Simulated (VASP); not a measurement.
# Ba2CoCO6 (P1) in VASP: single point with PBE+U

Aim: the single point of Ba2CoCO6 with PBE+U.

All numbers are computed with VASP 6.6.1; they aren't measurements. Logs are shortened: lines on timing, memory, paths and dates and some standing lists are left out, and cuts for length are marked.

### Step 1. The crystal as given

The typed cell holds 10 atoms: a = 5.382 Å, b = 5.450 Å, c = 5.691 Å, α = 61.38°, β = 61.36°, γ = 60.23°.

The cell was built by a generator and needn't be a form met in nature.

### Step 2. Single point, PBE+U, collinear spin, typed start

INCAR reads:

```
SYSTEM = Ba2CoCO6
PREC     = Accurate       ! precision mode
ENCUT    = 520            ! plane-wave cutoff, eV
EDIFF    = 1E-7           ! SCF threshold, eV
ISMEAR   = -1             ! smearing method
SIGMA    = 0.1            ! smearing width, eV
LREAL    = .FALSE.        ! projectors in reciprocal space
LASPH    = .TRUE.         ! aspherical terms in the spheres
NELM     = 150            ! most SCF steps
ALGO     = Normal         ! electronic algorithm
ISIF     = 2              ! what is computed and relaxed
LWAVE    = .FALSE.        ! write WAVECAR
LCHARG   = .FALSE.        ! write CHGCAR
ISPIN    = 2              ! spin polarisation
MAGMOM   = 0 0 0 0 0 0 0 0 0 3 ! initial moments
LORBIT   = 11             ! projections on sites
LMAXMIX  = 4              ! l up to which the mixer works
LDAU     = .TRUE.         ! DFT+U
LDAUTYPE = 2            
LDAUL    = -1 -1 -1 2     ! shell
LDAUU    = 0 0 0 3.06     ! U, eV
LDAUJ    = 0 0 0 0      
LDAUPRINT= 1            
GGA      = PE             ! functional
NBANDS   = 50             ! bands
```

KPOINTS reads:

```
Automatic mesh
0
Gamma
  4 4 4
  0 0.5 0.5
```

POSCAR reads:

```
Ba2CoCO6
1.0
    0.0177470000      3.8125430000      3.7982920000
    3.8725760000     -0.0187160000      3.8347550000
    4.0336130000      4.0100420000     -0.1797530000
O Ba C Co
6 2 1 1
Direct
    0.7958780000      0.2652580000      0.2819030000
    0.2831190000      0.7595210000      0.2399730000
    0.2411130000      0.7486080000      0.7461590000
    0.6975700000      0.2764090000      0.7350320000
    0.2478850000      0.2756220000      0.6997630000
    0.7306260000      0.7831060000      0.2502130000
    0.2514960000      0.2090150000      0.2876090000
    0.7435800000      0.7419820000      0.7288290000
    0.4677770000      0.5043100000      0.4982810000
    0.0165340000      0.9677290000      0.0022830000
```

Potentials or basis: VASP PAW PBE potentials, release 64 (O, Ba_sv, C, Co).

The run is started by

```bash
cat potpaw_PBE.64/O/POTCAR potpaw_PBE.64/Ba_sv/POTCAR potpaw_PBE.64/C/POTCAR potpaw_PBE.64/Co/POTCAR > POTCAR
mpirun -np 1 vasp_std > vasp.out
```

OUTCAR:

```text
SYSTEM = Ba2CoCO6
   PREC = Accurate
   ENCUT = 520
   EDIFF = 1E-7
   ISMEAR = -1
   LREAL = .FALSE.
   LASPH = .TRUE.
   NELM = 150
   ISIF = 2
   ISPIN = 2
   LORBIT = 11
   GGA = PE

 ion  position               nearest neighbor table
   1  0.796  0.265  0.282-   9 1.87  10 2.31   7 2.33   8 2.80   8 3.00   7 3.08
   2  0.283  0.760  0.240-   9 1.78  10 1.99   7 2.51   8 2.78   8 2.91   7 2.96
   3  0.241  0.749  0.746-  10 1.89   9 1.95   7 2.61   8 2.64   8 2.74   7 3.08
   4  0.698  0.276  0.735-   9 1.83  10 2.30   8 2.65   8 2.81   7 2.84   7 2.88
   5  0.248  0.276  0.700-   9 1.75  10 2.14   7 2.53   8 2.64   8 2.80   7 3.20
   6  0.731  0.783  0.250-  10 1.86   7 2.47   8 2.66   7 2.99   8 3.05
   7  0.251  0.209  0.288-   1 2.33   6 2.47   2 2.51   5 2.53   3 2.61   4 2.84   4 2.88   2 2.96
                             6 2.99   3 3.08   1 3.08   9 3.17   5 3.20   9 3.23  10 3.39  10 3.40
   8  0.744  0.742  0.729-   3 2.64   5 2.64   4 2.65   6 2.66   3 2.74   2 2.78   1 2.80   5 2.80
                             4 2.81   2 2.91   1 3.00   6 3.05   9 3.21  10 3.23   9 3.32  10 3.44
   9  0.468  0.504  0.498-   5 1.75   2 1.78   4 1.83   1 1.87   3 1.95   7 3.17   8 3.21   7 3.23
                             8 3.32
  10  0.017  0.968  0.002-   6 1.86   3 1.89   2 1.99   5 2.14   4 2.30   1 2.31   8 3.23   7 3.39
                             7 3.40   7 3.41   7 3.42   8 3.44   8 3.45   8 3.48

  Warning from LATTYP: Got some problem with cell dimensions!
  Tried to take original basis but could not verify dimensions!
  LATTYP: Found a triclinic cell.
 ALAT       =     9.5236641282
 B/A-ratio  =     0.5650883591
 C/A-ratio  =     0.5974314254
 COS(alpha) =     0.0037359723
 COS(beta)  =     0.3255582046
 COS(gamma) =     0.8514542614

  Lattice vectors:

 A1 = (  -4.0513600000,  -7.8225850000,  -3.6185390000)
 A2 = (  -0.0177470000,  -3.8125430000,  -3.7982920000)
 A3 = (  -0.1610370000,  -4.0287580000,   4.0145080000)

Analysis of symmetry for initial positions (statically):
=====================================================================
 Subroutine PRICEL returns:
 Original cell was already a primitive cell.

 Routine SETGRP: Setting up the symmetry group for a
 triclinic supercell.

 Subroutine GETGRP returns: Found  1 space group operations
 (whereof  1 operations were pure point group operations)
 out of a pool of  2 trial point group operations.

The static configuration has the point symmetry C_1 .

Analysis of symmetry for dynamics (positions and initial velocities):
=====================================================================
 Subroutine PRICEL returns:
 Original cell was already a primitive cell.

 Routine SETGRP: Setting up the symmetry group for a
 triclinic supercell.

 Subroutine GETGRP returns: Found  1 space group operations
 (whereof  1 operations were pure point group operations)
 out of a pool of  2 trial point group operations.

The dynamic configuration has the point symmetry C_1 .

Analysis of structural, dynamic, and magnetic symmetry:
=====================================================================
 Subroutine PRICEL returns:
 Original cell was already a primitive cell.

 Routine SETGRP: Setting up the symmetry group for a
 triclinic supercell.

 Subroutine GETGRP returns: Found  1 space group operations
 (whereof  1 operations were pure point group operations)
 out of a pool of  2 trial point group operations.

The overall configuration has the point symmetry C_1 .

 Subroutine INISYM returns: Found  1 space group operations
 (whereof  1 operations are pure point group operations),
 and found     1 'primitive' translations

[... 138 lines left out ...]
   J (eV)           for each species LDAUJ =   0.0  0.0  0.0  0.0
   GGA     = PE    functional components
   LHFCALC =     F    Hartree Fock is set to
   AEXX    =    0.0000 exact exchange contribution
   IVDW    =     0    specifies the selected vdW correction
   LEPSILON=     F    determine dielectric tensor
   LRPA    =     F    only Hartree local field effects (RPA)
 spin polarized calculation
  energy-cutoff  :      520.00
  volume of cell :      120.62
 maximum number of plane-waves:      3267
   NGX = 21   NGY = 21   NGZ = 21

atom =  10  type =  4  l = 2

 onsite density matrix

spin component  1

  0.9763 -0.0011 -0.0029 -0.0005 -0.0007
 -0.0011  0.9767  0.0010  0.0019  0.0029
 -0.0029  0.0010  0.9846  0.0010 -0.0040
 -0.0005  0.0019  0.0010  0.9801 -0.0022
 -0.0007  0.0029 -0.0040 -0.0022  0.9861

spin component  2

  0.3445 -0.1469  0.0026  0.0363  0.1359
 -0.1469  0.4180 -0.1165 -0.1246 -0.1407
  0.0026 -0.1165  0.4497  0.0213  0.0335
  0.0363 -0.1246  0.0213  0.4556  0.1155
  0.1359 -0.1407  0.0335  0.1155  0.4889

 occupancies and eigenvectors

  o =  0.1930  v =  0.0000  0.0000  0.0000  0.0000  0.0000 -0.6688 -0.6316 -0.2770 -0.2434  0.1333      0.0000  0.0000  0.0000  0.0000  0.0000  0.0000  0.0000  0.0000  0.0000  0.0000
  o =  0.3041  v =  0.0000  0.0000  0.0000  0.0000  0.0000  0.4417 -0.5109 -0.2634  0.0352 -0.6879      0.0000  0.0000  0.0000  0.0000  0.0000  0.0000  0.0000  0.0000  0.0000  0.0000
  o =  0.3876  v =  0.0000  0.0000  0.0000  0.0000  0.0000  0.4360 -0.0680 -0.0115 -0.8486  0.2915      0.0000  0.0000  0.0000  0.0000  0.0000  0.0000  0.0000  0.0000  0.0000  0.0000
  o =  0.4577  v =  0.0000  0.0000  0.0000  0.0000  0.0000 -0.1774 -0.1933  0.8884 -0.1978 -0.3207      0.0000  0.0000  0.0000  0.0000  0.0000  0.0000  0.0000  0.0000  0.0000  0.0000
  o =  0.8144  v =  0.0000  0.0000  0.0000  0.0000  0.0000  0.3688 -0.5459  0.2540  0.4245  0.5668      0.0000  0.0000  0.0000  0.0000  0.0000  0.0000  0.0000  0.0000  0.0000  0.0000
  o =  0.9745  v =  0.0828 -0.8274  0.2002  0.3838  0.3481  0.0000  0.0000  0.0000  0.0000  0.0000      0.0000  0.0000  0.0000  0.0000  0.0000  0.0000  0.0000  0.0000  0.0000  0.0000
  o =  0.9750  v =  0.9234  0.2130  0.2995  0.0037  0.1104  0.0000  0.0000  0.0000  0.0000  0.0000      0.0000  0.0000  0.0000  0.0000  0.0000  0.0000  0.0000  0.0000  0.0000  0.0000
  o =  0.9805  v =  0.0326  0.3189 -0.3214  0.8898 -0.0459  0.0000  0.0000  0.0000  0.0000  0.0000      0.0000  0.0000  0.0000  0.0000  0.0000  0.0000  0.0000  0.0000  0.0000  0.0000
  o =  0.9837  v =  0.3619 -0.4028 -0.6260 -0.1232 -0.5475  0.0000  0.0000  0.0000  0.0000  0.0000      0.0000  0.0000  0.0000  0.0000  0.0000  0.0000  0.0000  0.0000  0.0000  0.0000
  o =  0.9902  v =  0.0916  0.0780 -0.6124 -0.2137  0.7515  0.0000  0.0000  0.0000  0.0000  0.0000      0.0000  0.0000  0.0000  0.0000  0.0000  0.0000  0.0000  0.0000  0.0000  0.0000

 number of electron      69.0000002 magnetization       4.7291035

 Free energy of the ion-electron system (eV)
  ---------------------------------------------------
  ext. energy  EPLUGINS =         0.00000000
  ---------------------------------------------------
  free energy    TOTEN  =       -55.77440440 eV

  energy without entropy =      -55.62612263  energy(sigma->0) =      -55.70026351

 E-fermi :   3.1901     XC(G=0): -11.2182

 val. band max:        3.1855912495   @ k =  -0.0000   0.1250   0.1250
 cond. band min:       3.1967626172   @ k =   0.5000   0.3750   0.1250
 fundamental gap:      0.0111713678
 Fermi energy:         3.1900896573

 spin component 1

 k-point     1 :      -0.0000    0.1250    0.1250
  band No.  band energies     occupation
      1     -21.4939      1.00000
      2     -21.0511      1.00000
      3     -15.2442      1.00000
      4     -14.3067      1.00000
      5     -14.1090      1.00000
      6     -14.0331      1.00000
[... 2345 lines left out ...]
     45      12.0074      0.00000
     46      12.4641      0.00000

 [... further k-points ...]

 [bands above 46 left out]

------------------------ aborting loop because EDIFF is reached ----------------------------------------

  FORCE on cell =-STRESS in cart. coord.  units (eV):
  Direction    XX          YY          ZZ          XY          YZ          ZX
  --------------------------------------------------------------------------------------
  -------------------------------------------------------------------------------------
  Total        3.9683319      2.7381334      3.5238180     -1.4470981      5.7348540      2.5069464
  in kB       52.7088569     36.3689034     46.8046586    -19.2208937     76.1724595     33.2981927
  external PRESSURE =      45.2941396 kB  Pullay stress =       0.0000000 kB

 VOLUME and BASIS-vectors are now :
 -----------------------------------------------------------------------------
  energy-cutoff  :      520.00
  volume of cell :      120.62
      direct lattice vectors                 reciprocal lattice vectors
     0.017747000  3.812543000  3.798292000    -0.127454903  0.134003004  0.129365969
     3.872576000 -0.018716000  3.834755000     0.131952023 -0.127039280  0.126899397
     4.033613000  4.010042000 -0.179753000     0.121793466  0.121377810 -0.122402277

 POSITION                                       TOTAL-FORCE (eV/Angst)
 -----------------------------------------------------------------------------------
      2.17844      4.15980      3.98950         1.258102     -2.945767     -1.897600
      3.91429      2.02749      3.94481        -0.778465      2.116294     -1.249359
      5.91304      3.89737      3.65242         0.004505     -0.090693     -0.501094
      4.04763      5.60185      3.57741         0.213177     -1.209117      0.141928
      3.89434      3.74599      1.87270         0.578719      0.483748      2.394351
      4.05487      3.77425      5.73317        -0.906679      0.867772      1.585894
      1.97399      2.10825      1.70508         0.590449     -0.652526      2.628427
      5.82639      5.74368      5.53864         0.731443      0.800592      0.389631
      3.97115      3.77211      3.62109        -1.897127      1.011925     -2.844722
      3.75711      0.05408      3.77339         0.205876     -0.382228     -0.647456
 -----------------------------------------------------------------------------------
    total drift:                                0.000030     -0.000153      0.000836

  FREE ENERGIE OF THE ION-ELECTRON SYSTEM (eV)
  ---------------------------------------------------
  free  energy   TOTEN  =       -55.7744043985 eV

  energy  without entropy=      -55.6261226296  energy(sigma->0) =      -55.70026351

 total charge

# of ion       s       p       d       tot
------------------------------------------
    1        1.593   3.298   0.000   4.891
    2        1.582   3.349   0.000   4.931
    3        1.584   3.352   0.000   4.936
    4        1.591   3.275   0.000   4.865
    5        1.576   3.353   0.000   4.929
    6        1.591   3.338   0.000   4.929
    7        2.025   5.648   0.483   8.156
    8        2.012   5.656   0.363   8.031
    9        0.855   1.015   0.000   1.871
   10        0.364   0.465   7.034   7.863
--------------------------------------------------
tot         14.774  32.750   7.879  55.403

 magnetization (x)

# of ion       s       p       d       tot
------------------------------------------
    1        0.005   0.261   0.000   0.265
    2        0.006   0.154   0.000   0.160
    3        0.007   0.289   0.000   0.296
    4        0.006   0.325   0.000   0.331
    5        0.005   0.148   0.000   0.153
    6        0.008   0.404   0.000   0.412
    7        0.000   0.023   0.002   0.025
    8       -0.000   0.011  -0.004   0.006
    9       -0.011   0.015   0.000   0.003
   10        0.011   0.019   2.747   2.778
--------------------------------------------------
tot          0.037   1.648   2.745   4.431
```

It took 20 min on 1 thread of Intel Xeon Platinum 8559C (Emerald Rapids), shared host; peak memory 0.49 GiB.

Results:

```yaml
Free_energy: -55.7744 eV
Pressure: 4.5 GPa
Largest_force: 3.723 eV/Å
Band_gap_on_the_k_mesh: none (metal or under the smearing width)
Net_moment: 4.73 μB per cell
Site_moments: O +0.27, +0.16, +0.30, +0.33, +0.15, +0.41; Ba +0.03, +0.01; C +0.00; Co +2.78 μB
Valence_electrons_inside_the_program's_atomic_spheres: O 4.89, 4.93, 4.94, 4.87; Ba 8.16, 8.03; C 1.87; Co 7.86
```

Forces on the atoms (eV/Å):
```
O    1.258 -2.946 -1.898
O   -0.778  2.116 -1.249
O    0.005 -0.091 -0.501
O    0.213 -1.209  0.142
O    0.579  0.484  2.394
O   -0.907  0.868  1.586
Ba   0.590 -0.653  2.628
Ba   0.731  0.801  0.390
C   -1.897  1.012 -2.845
Co   0.206 -0.382 -0.647
```

Eigenvalues of the final occupation matrices:
```
     site  spin  trace               eigenvalues
site 10 d     1   4.90  0.97 0.98 0.98 0.98 0.99
site 10 d     2   2.16  0.19 0.30 0.39 0.46 0.81
```

Caveat: a cell with one magnetic atom can't hold antiferromagnetic order, which such compounds often take; forces of over 1 eV/Å show positions far from the minimum, so gaps and moduli don't describe the material at rest.
